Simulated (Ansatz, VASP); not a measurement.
**Cross-check of Sb (Antimony) between VASP and Ansatz**

One calculation is typed for both programs; each brings its own data sets. How far apart do they land? The cell is taken from a series of runs on this material, whose earlier steps may have relaxed, scaled, displaced or heated it; both programs get it as it stands.

Calculated with Ansatz 0.2.0; plane waves, with VASP 6.6.1 beside it; zone-centre phonons at LDA.

### 1. Starting point

Symmetry: R-3m, No. 166, trigonal system. Conventional cell: a = 4.277 Å, b = 4.277 Å, c = 11.182 Å, α = 90.00°, β = 90.00°, γ = 120.00°. Sb has 3 Sb at 2.90 Å nearest.

### 2. VASP: zone-centre phonons, LDA

Second derivatives magnify differences that forces hide, and they need a tight electronic threshold.

Lines of VASP's logs that name or quote its potential files are left out, and so is its time.

Contents of INCAR:

```
SYSTEM = Sb
PREC = Accurate
ENCUT = 500
EDIFF = 1E-08
NELM = 120
ISMEAR = 1
SIGMA = 0.2
LREAL = .FALSE.
ALGO = Normal
GGA = PW92
NBANDS = 11
LORBIT = 11
LWAVE = .FALSE.
LCHARG = .FALSE.
ISIF = 2
IBRION = 8
LASPH = .TRUE.
GGA_COMPAT = .FALSE.
KPAR = 2
```

Contents of POSCAR:

```
Sb
1.0
    2.1384609939      1.2346410305      3.7273900940
   -2.1384609939      1.2346410305      3.7273900940
    0.0000000000     -2.4692820609      3.7273900940
Sb
2
Direct
    0.2349254073      0.2349254077      0.2349254073
    0.7650745927      0.7650745931      0.7650745927
```

Contents of KPOINTS:

```
Automatic mesh
0
Gamma
12 12 12
0 0 0
```

Potentials, in the order of the species: Sb (LDA family, release 64).

On the command line:

```sh
$ mpirun -np 2 vasp_std
```

Numbers of over 12 decimals in the logs are rounded to 6 here.

The program printed:

```text
[banner, memory and clock lines left out]
running    2 mpi-ranks, on    1 nodes
 distrk:  each k-point on    1 cores,    2 groups
 distr:  one band on    1 cores,    1 groups

 POSCAR found type information on POSCAR Sb
 POSCAR found :  1 types and       2 ions
|                                                                             |
|               ----> ADVICE to this user running VASP <----                  |
|                                                                             |
|     You enforced a specific xc type in the INCAR file but a different       |
|     [... a line on the potential file left out ...]
|     I HOPE YOU KNOW WHAT YOU ARE DOING!                                     |
|                                                                             |

 LDA part: xc-table for (Slater(with rela. corr.)+PW92), standard interpolation
 POSCAR, INCAR and KPOINTS ok, starting setup
 FFT: planning ... GRIDC
 FFT: planning ... GRID_SOFT
 FFT: planning ... GRID
 WAVECAR not read
 entering main loop
       N       E                     dE             d eps       ncg     rms          rms(c)
DAV:   1     0.362634941711E+02    0.36263E+02   -0.34997E+03  4158   0.693E+02
DAV:   2    -0.765953824366E+01   -0.43923E+02   -0.42683E+02  5916   0.113E+02
DAV:   3    -0.962381773995E+01   -0.19643E+01   -0.19467E+01  5050   0.275E+01
DAV:   4    -0.964136235580E+01   -0.17545E-01   -0.17540E-01  4659   0.312E+00
DAV:   5    -0.964157616666E+01   -0.21381E-03   -0.21381E-03  4854   0.382E-01    0.320E+00
DAV:   6    -0.962470552875E+01    0.16871E-01   -0.39365E-03  4629   0.337E-01    0.191E+00
DAV:   7    -0.961533073524E+01    0.93748E-02   -0.84054E-03  4590   0.488E-01    0.540E-02
DAV:   8    -0.961534155544E+01   -0.10820E-04   -0.22576E-04  4647   0.108E-01    0.178E-02
DAV:   9    -0.961534556601E+01   -0.40106E-05   -0.15142E-05  4797   0.240E-02    0.660E-03
DAV:  10    -0.961534522387E+01    0.34214E-06   -0.16469E-06  4695   0.714E-03    0.107E-03
DAV:  11    -0.961534525979E+01   -0.35921E-07   -0.15792E-07  4713   0.239E-03    0.353E-04
DAV:  12    -0.961534525949E+01    0.30371E-09   -0.10316E-08  2883   0.557E-04
   1 F= -.96153453E+01 E0= -.96160633E+01  d E =0.215398E-02
 Linear response reoptimize wavefunctions to high precision
DAV:   1    -0.961534525972E+01   -0.22987E-09   -0.16790E-09  3825   0.277E-04
DAV:   2    -0.961534525973E+01   -0.13245E-10   -0.10509E-10  2397   0.775E-05
 Linear response DOF=           2
 Linear response progress:
  Degree of freedom:   1/  2
       N       E                     dE             d eps       ncg     rms          rms(c)
RMM:   1    -0.259687551403E-01   -0.25969E-01    0.21291E-02 38888   0.121E+00
RMM:   2    -0.255927940893E-01    0.37596E-03   -0.17435E-03 30081   0.252E-01    0.482E-02
RMM:   3    -0.255858457285E-01    0.69484E-05   -0.52961E-05 31779   0.415E-02    0.282E-02
RMM:   4    -0.256166828240E-01   -0.30837E-04   -0.25550E-05 32038   0.195E-02    0.243E-03
RMM:   5    -0.256224657829E-01   -0.57830E-05   -0.24527E-06 32803   0.376E-03    0.100E-03
RMM:   6    -0.256238299986E-01   -0.13642E-05   -0.15563E-08 31658   0.922E-04    0.315E-04
RMM:   7    -0.256230247222E-01    0.80528E-06    0.42614E-07 33388   0.237E-04    0.800E-05
RMM:   8    -0.256229729050E-01    0.51817E-07    0.91583E-08 33816   0.624E-05    0.176E-05
RMM:   9    -0.256229553102E-01    0.17595E-07    0.17702E-08 33904   0.186E-05    0.177E-06
RMM:  10    -0.256229546276E-01    0.68257E-09    0.39400E-09 33396   0.754E-06    0.693E-07
 first order change of Fermi-energy  -0.20189E-04
 force on displaced ion       1 direction 1 :  -2.497   0.000   0.000
 Linear response progress:
  Degree of freedom:   2/  2
       N       E                     dE             d eps       ncg     rms          rms(c)
RMM:   1    -0.272313904452E-01   -0.27231E-01    0.16260E-02  8123   0.123E+00
RMM:   2    -0.260476965313E-01    0.11837E-02   -0.17288E-03  6489   0.261E-01    0.491E-02
RMM:   3    -0.259459960822E-01    0.10170E-03   -0.48871E-05  6895   0.459E-02    0.295E-02
RMM:   4    -0.258734819536E-01    0.72514E-04   -0.29273E-05  6726   0.258E-02    0.762E-03
RMM:   5    -0.258803526985E-01   -0.68707E-05   -0.80471E-07  6958   0.517E-03    0.262E-03
RMM:   6    -0.258821162446E-01   -0.17635E-05   -0.52186E-08  7017   0.110E-03    0.765E-04
RMM:   7    -0.258813252091E-01    0.79104E-06    0.78995E-09  7095   0.357E-04    0.224E-04
RMM:   8    -0.258813482956E-01   -0.23087E-07    0.24632E-09  7190   0.584E-05    0.280E-05
RMM:   9    -0.258813738704E-01   -0.25575E-07   -0.43372E-10  7218   0.230E-05    0.133E-05
RMM:  10    -0.258813696322E-01    0.42382E-08   -0.63070E-11  7304   0.942E-06    0.319E-06
 first order change of Fermi-energy  -0.82708E+00
 force on displaced ion       1 direction 3 :   0.000  -0.000  -4.789
 Linear response finished
```

OUTCAR, selected parts (step 2):

```text
ion  position               nearest neighbor table
   1  0.235  0.235  0.235-   2 2.90   2 2.90   2 2.90   2 3.31   2 3.31   2 3.31
   2  0.765  0.765  0.765-   1 2.90   1 2.90   1 2.90   1 3.31   1 3.31   1 3.31

  LATTYP: Found a trigonal (rhomboedric) cell.
 ALAT       =     4.4711062176
 COS(alpha) =     0.5424877919

 Subroutine GETGRP returns: Found 12 space group operations
 (whereof 12 operations were pure point group operations)

The static configuration has the point symmetry D_3d.

 Found    189 irreducible k-points:

   k-points           NKPTS =    189   k-points in BZ     NKDIM =    189   number of bands    NBANDS=     11

   dimension x,y,z NGX =    36 NGY =   36 NGZ =   36
   dimension x,y,z NGXF=    72 NGYF=   72 NGZF=   72

   ENCUT  =  500.0 eV  36.75 Ry    6.06 a.u.   8.15  8.15  8.15*2*pi/ulx,y,z

   NELECT =      10.0000    total number of electrons

 k-points in reciprocal lattice and weights: Automatic mesh
   0.00000000  0.00000000  0.00000000       0.001
   0.08333333 -0.00000000 -0.00000000       0.003
   0.16666667  0.00000000 -0.00000000       0.003
   0.25000000  0.00000000  0.00000000       0.003
   0.33333333 -0.00000000 -0.00000000       0.003
   0.41666667  0.00000000  0.00000000       0.003
   0.50000000  0.00000000  0.00000000       0.002
   0.08333333  0.08333333  0.00000000       0.003
   0.16666667  0.08333333  0.00000000       0.007
[...]
-0.41666667  0.50000000  0.41666667       0.003
   0.50000000  0.50000000  0.50000000       0.001

 average (electrostatic) potential at core
       1 -86.5067       2 -86.5067

  Total        0.1090927      0.1090927     -0.2270205     -0.0000000     -0.0000000      0.0000000
  in kB        2.9601114      2.9601114     -6.1599542     -0.0000000     -0.0000000      0.0000000
  external PRESSURE =      -0.0799105 kB  Pullay stress =       0.0000000 kB

  energy-cutoff  :      500.00
  volume of cell :       59.05
      direct lattice vectors                 reciprocal lattice vectors
     2.138460994  1.234641030  3.727390094     0.233813009  0.134992004  0.089428078
    -2.138460994  1.234641030  3.727390094    -0.233813009  0.134992004  0.089428078
     0.000000000 -2.469282061  3.727390094     0.000000000 -0.269984008  0.089428078

 POSITION                                       TOTAL-FORCE (eV/Angst)
 -----------------------------------------------------------------------------------
     -0.00000      0.00000      2.62698         0.000000      0.000000      0.065294
     -0.00000      0.00000      8.55519         0.000000     -0.000000     -0.065294
 -----------------------------------------------------------------------------------
    total drift:                                0.000000     -0.000000     -0.000001

 Eigenvectors and eigenvalues of the dynamical matrix
 ----------------------------------------------------

   1 f  =    4.384690 THz    27.549822 2PiTHz  146.257528 cm-1    18.133614 meV
             X         Y         Z           dx          dy          dz
     -0.000000  0.000000  2.626976    -0.000000    0.000000    0.707107
     -0.000000  0.000000  8.555194     0.000000   -0.000000   -0.707107

   2 f  =    3.166283 THz    19.894342 2PiTHz  105.615827 cm-1    13.094688 meV
             X         Y         Z           dx          dy          dz
     -0.000000  0.000000  2.626976    -0.707107    0.000005   -0.000000
     -0.000000  0.000000  8.555194     0.707107   -0.000005    0.000000

   3 f  =    3.166283 THz    19.894342 2PiTHz  105.615827 cm-1    13.094688 meV
             X         Y         Z           dx          dy          dz
     -0.000000  0.000000  2.626976    -0.000005   -0.707107    0.000000
     -0.000000  0.000000  8.555194     0.000005    0.707107   -0.000000

   4 f  =    0.000000 THz     0.000000 2PiTHz    0.000002 cm-1     0.000000 meV
             X         Y         Z           dx          dy          dz
     -0.000000  0.000000  2.626976     0.000000   -0.403837   -0.580444
     -0.000000  0.000000  8.555194     0.000000   -0.403837   -0.580444

   5 f  =    0.000000 THz     0.000000 2PiTHz    0.000002 cm-1     0.000000 meV
             X         Y         Z           dx          dy          dz
     -0.000000  0.000000  2.626976     0.000000   -0.580444    0.403837
     -0.000000  0.000000  8.555194     0.000000   -0.580444    0.403837

   6 f  =    0.000000 THz     0.000000 2PiTHz    0.000001 cm-1     0.000000 meV
             X         Y         Z           dx          dy          dz
     -0.000000  0.000000  2.626976     0.707107    0.000000    0.000000
     -0.000000  0.000000  8.555194     0.707107    0.000000    0.000000

 ELASTIC MODULI CONTR FROM IONIC RELAXATION (kBar)
 Direction    XX          YY          ZZ          XY          YZ          ZX
 --------------------------------------------------------------------------------
 XX        -139.7323   -104.1899   -165.9834      0.0000     59.1718     -0.0000
 YY        -104.1899   -139.7323   -165.9834     -0.0000    -59.1718      0.0000
 ZZ        -165.9834   -165.9834   -225.8958     -0.0000     -0.0000      0.0000
 XY           0.0000     -0.0000     -0.0000    -17.7712     -0.0000     56.4170
 YZ          59.1718    -59.1718     -0.0000     -0.0000   -197.0210      0.0000
 ZX          -0.0000      0.0000      0.0000     56.4170      0.0000   -179.1030
 --------------------------------------------------------------------------------
```

### 3. Ansatz: zone-centre phonons, LDA

Ansatz runs on its PAW soft_1 files.

The same cell, functional (in two slightly different forms), mesh and smearing now go to Ansatz, which takes its cutoff from its data sets.

Contents of input.yaml:

```yaml
crystal:
  lattice:
    - [2.1384609939, 1.2346410305, 3.727390094]
    - [-2.1384609939, 1.2346410305, 3.727390094]
    - [0.0, -2.4692820609, 3.727390094]
  atoms:
    - { symbol: Sb, position: [0.2349254072, 0.2349254076, 0.2349254072] }
    - { symbol: Sb, position: [0.7650745928, 0.7650745924, 0.7650745928] }
kpoints:
  mp_grid: { grid: [12, 12, 12] }
hamiltonian:
  xc: lda
  pseudopotentials: { kind: paw, azcp: { folder: soft_1 }, xc_functional: pbe }
scf:
  occupations: { method: methfessel_paxton, width: 0.2 }
output:
  eigenvalues: true
phonons:
  method: dfpt
```

On the command line:

```sh
$ ansatz run input.yaml --threads 4 --pin off --max-ram 10240MiB --backend cpu --events-out ev --progress --plain --runs-dir out
```

The program printed:

```text
Engine: ansatz 0.2.0, x86_64-unknown-linux-gnu
Pseudopotentials: kind: paw
Pseudopotential: Sb, paw, valence charge 15, recommended cutoff 420 eV (normal), soft_1/Sb.paw.azcp
Functional definition: SPW92
  exchange = slater_x
  correlation = pw_c
Crystal: 2 atoms, lattice volume = 59.047 Å³
Basis set: ecut = 420 eV, 1159 PW (Γ), exchange–correlation on 60×60×60 points (8 copies of the dense FFT grid, shifted against one another)
Bands: 19, of which v1, the nominal top of the filled ones, is band 15 counted from 1 (14 counted from 0)
Symmetry: 12 space group operations
k-points: 476 of 1728 (irreducible under 2 space group operations, time reversal used)
Non-local potential: Sb, projectors of the file, l = 0: 2, l = 1: 2, l = 2: 2, l = 3: 1
PAW form: soft (Blöchl's): semilocal exchange-correlation on the pseudo side does not see the compensation charge
PAW frozen core: Sb, regenerated for the run's functional, and the local potential with it (the file was generated under x = pbe(κ = 0.804, μ = 0.219515), c = pbe(β = 0.066725))
PAW one-centre angular grid: Sb, 590 points (default); XC on 64 Gauss nodes
Initial density: superposition of atomic densities (chi_scale 0.1, normalization cell)
Initial wavefunctions: pseudopotential atomic-orbital guess
Functional: x = slater, c = lda
SCF iter   1: F=—  HF=-12671.793472 eV  |F-HF|=—  |Δ(HF+E_count)|=         —  Δρ=1.52e-2  dr2=1.11e-1  ethr=3.10e-3  ⟨swp⟩=6.0  Hψ=48155  notcnv=0
preconditioner: auto → none  [insulator: Δε(μ)=0.128 eV  Ē_g=8.795 eV  σ=0.200 eV  W_gap=0.51  n_scr=14 (ndim 8)  ℏωp=15.3 eV  f_vac=0.000  D(μ)=0.15/eV (n_scr^D=0)  ε∞_Penn≈4.0]
SCF iter   2: F=—  HF=-12671.768626 eV  |F-HF|=—  |Δ(HF+E_count)|=   2.48e-2  S|Δr|=    0.00e0  Δρ=6.89e-3  dr2=2.21e-2  ethr=3.71e-4  ⟨swp⟩=1.1  Hψ=12929  notcnv=0
SCF iter   3: F=—  HF=-12671.764848 eV  |F-HF|=—  |Δ(HF+E_count)|=   3.78e-3  S|Δr|=    0.00e0  Δρ=4.94e-4  dr2=1.00e-4  ethr=7.37e-5  ⟨swp⟩=1.9  Hψ=10869  notcnv=0
SCF iter   4: F=—  HF=-12671.764856 eV  |F-HF|=—  |Δ(HF+E_count)|=   8.16e-6  S|Δr|=    0.00e0  Δρ=1.85e-4  dr2=1.75e-5  ethr=3.35e-7  ⟨swp⟩=2.1  Hψ=16296  notcnv=0
SCF iter   5: F=—  HF=-12671.764852 eV  |F-HF|=—  |Δ(HF+E_count)|=   3.39e-6  S|Δr|=    0.00e0  Δρ=4.93e-5  dr2=1.98e-6  ethr=5.83e-8  ⟨swp⟩=2.0  Hψ=16223  notcnv=0
SCF iter   6: F=—  HF=-12671.764851 eV  |F-HF|=—  |Δ(HF+E_count)|=   1.74e-6  S|Δr|=    0.00e0  Δρ=8.50e-6  dr2=3.07e-8  ethr=6.59e-9  ⟨swp⟩=2.7  Hψ=16488  notcnv=0
SCF iter   7: F=—  HF=-12671.764851 eV  |F-HF|=—  |Δ(HF+E_count)|=  7.06e-10  S|Δr|=    0.00e0  Δρ=1.13e-6  dr2=4.81e-10  ethr=1.02e-10  ⟨swp⟩=2.0  Hψ=16222  notcnv=0
SCF iter   8: F=-12671.764851 eV  HF=-12671.764851 eV  |F-HF|=7.28e-12  |Δ(HF+E_count)|=  4.00e-11  S|Δr|=    0.00e0  Δρ=8.31e-8  dr2=2.89e-12  ethr=1.00e-12  ⟨swp⟩=5.0  Hψ=50765  notcnv=0
SCF 1 converged in 8 iterations: F = -12671.764851 eV  dr2 = 2.89e-12
  greatest PAW one-centre occupation: 0.997 electrons in one spin orbital (limit 2), on the Sb atom at site 1 (counted from 0), in its partial waves of l = 2
DFPT response loops at Γ: preconditioner auto → Kerker (q_TF=auto, 2.437 Å⁻¹) (partly filled bands, converged f_vac=0.001); β = 1.00, the filter's whole step (`scf.mixing.beta` (0.50) is not read by the response loops under this deck's `scf.mixing.preconditioner`; to damp them name `kerker` or `kerker_dos`, under which they read `scf.mixing.beta`, and type it under 1.00, their step now; both keys bind the ground state too); Broyden in place of MSR1
SCF converged after 8 iterations
Stability not checked: this state was not tested for a lower state beside it, because cold or Methfessel-Paxton smearing, or corrected tetrahedra, fill the levels in a way that the test cannot read (fill_not_monotonic; see scf.lower_state_search)
Free energy (F): -12671.764851 eV
Harris-Foulkes:  -12671.764851 eV  (|F-HF|=7.28e-12)
Internal energy: -12671.766946 eV  (E = F + TS)
E sigma→0 (E₀):  -12671.765374 eV
Entropy (-TS):   0.002095 eV (1.048 meV/atom)
Fermi energy:    10.311536 eV
--- Per-component energies (eV) ---
  E_band       = -329.848909
  E_kinetic    = 328.612081
  E_local      = -3138.182952  (includes V_loc(G=0)·N_el)
  E_nonlocal   = 787.560873
  E_hartree    = 1296.934419
  E_xc         = -197.961743
  E_vxc        = -183.559033  (∫ρ·V_xc dr)
  E_paw        = -8789.599643  (= ΣΔE_a)
  E_vpaw       = -718.149043  (= ΣTr[D̂ρ^β])
  E_aug_tail   = 0.000247  (compensation charges beyond the density's cutoff)
  E_ewald      = -2960.247849
  E_core_change = 1.117622  (= ΣΔE_core)
  E_smearing   = 0.002095  (= −TS)
  E_closure    = -0.000000  (closes the sum)
  Σ components = -12671.764851   (vs F -12671.764851, Δ=0.00e0)
--- Band table (eV; the first three rows and the last of 476) ---
  k-point 0: bands = [... 11 lower, 5.4531, 8.1785, 8.5348, 8.5348, 12.5514, 13.0759, 13.0759, 15.4882]
  k-point 1: bands = [... 11 lower, 5.0970, 8.2205, 8.5192, 8.6617, 12.4999, 12.8442, 12.8681, 15.1084]
  k-point 2: bands = [... 11 lower, 4.2594, 8.2510, 8.4841, 8.9580, 12.1816, 12.3064, 12.3458, 14.9228]
  k-point 475: bands = [... 11 lower, 1.0877, 9.0790, 9.0790, 9.9060, 10.3923, 10.3923, 11.3833, 17.4598]
--- Phonons (Γ-DFPT): 2 representative perturbations + reference, on 476 of 1728 k-points (Σ response iterations 6) ---
  k mesh reduced under 2 symmetry operations, with k and −k counted as one. Each operation leaves every solved perturbation unchanged. A smaller set is not used because it would not reduce the number of displacements times k-points to solve
  ASR residual: 1.263e-5 → 0.000e0 eV/Å²; symmetrization residual: 1.864e-5 eV/Å²
  ASR residual per site (eV/Å²): 1.26e-5 1.26e-5
  Γ frequencies (cm⁻¹): 0.00 0.00 0.00 102.08 102.08 143.25
  non-analytic LO–TO correction: not included (Born effective charges unavailable; polar crystals: no LO–TO splitting at Γ)
```

### 4. Comparison

Known differences besides the potentials themselves: the data sets hold 30 valence electrons in Ansatz (on its PAW soft_1 files) and 10 in VASP; the cutoff is 420 eV in Ansatz and 500 eV in VASP; VASP's log shows a relativistic correction to its local exchange, Ansatz's none. Total energies have different zeros and are not compared.

Both answers:

```tsv
quantity	Ansatz	VASP	difference
optical mode 1 to 2 (cm⁻¹)	102.1	105.6	-3.35 %
optical mode 3 (cm⁻¹)	143.2	146.3	-2.06 %
```

Modes are paired by rising frequency, not by their patterns, so a pair may set unlike modes beside each other; they are those without the splitting of longitudinal modes.

### 5. What came out

| Quantity | Value |
| --- | --- |
| r.m.s. difference of the optical zone-centre modes, each program's sorted by frequency (zone-centre phonons, LDA) | 3.4 cm⁻¹ |
| difference in optical mode 1 to 2 (zone-centre phonons, LDA) | -3.3 % |

**Reading.** The r.m.s. difference of the optical zone-centre modes, each program's sorted by frequency is 3.4 cm⁻¹ (zone-centre phonons, LDA). The data sets hold unlike numbers of valence electrons (30 in Ansatz and 10 in VASP), so part of the differences comes from the potentials. Among the rows given in per cent, the largest difference of the zone-centre phonons, LDA pair is in optical mode 1 to 2, -3.3 %. Such differences can come from data sets, numerical settings and the points named under the comparisons, not from the functional's error against experiment.

[Lines on the potential files, build, host, timing and source positions are cut from VASP's logs without a mark.]

[Logs are printed without paths, hosts, clocks, repeated set-up lines and the standing remarks that a program may print on its own settings, such as how far it seeks lower states.]

[Hosts, paths, dates, database ids (printed as entryN), source tags and the programs' standing remarks are cut or masked in the printed files.]
